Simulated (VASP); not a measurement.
Consider the following.

```
CELL_PARAMETERS angstrom
      2.75600     0.00000     0.00000
      0.00000     2.75600     0.00000
      0.00000     0.00000     2.75600
ATOMIC_POSITIONS crystal
  Pt 0.00000 0.00000 0.00000
  C  0.50000 0.50000 0.50000
```

Calculation: PBE GGA, VASP's PBE PAW potentials (set 64) (plane waves; VASP). Settings: 520 eV cut-off, 12×12×12 Γ-centred mesh, first-order Methfessel-Paxton smearing of 0.10 eV, potentials Pt C.

Energy and stress use the plane-wave basis of the starting cell.

Q: The ions, cell shape and volume are relaxed. Which structure does the run end with?

A: 
```
CELL_PARAMETERS angstrom
      2.80768     0.00000     0.00000
      0.00000     2.80768     0.00000
      0.00000     0.00000     2.80768
ATOMIC_POSITIONS crystal
  Pt 0.00000 0.00000 0.00000
  C  0.50000 0.50000 0.50000
```
Space group Pm-3m (221), at a tolerance of 0.03 Å.

Q: How do energy and volume change from the first to the last step?

A: The energy (σ→0) changes by -25.8 meV/atom and the volume by +5.7 %, in 4 ionic steps.

The structure was generated: PtC was put into the CsCl type type (Pm-3m), which need not be its known phase. This run relaxes it. Symmetry was kept, so distortions that lower it aren't found.
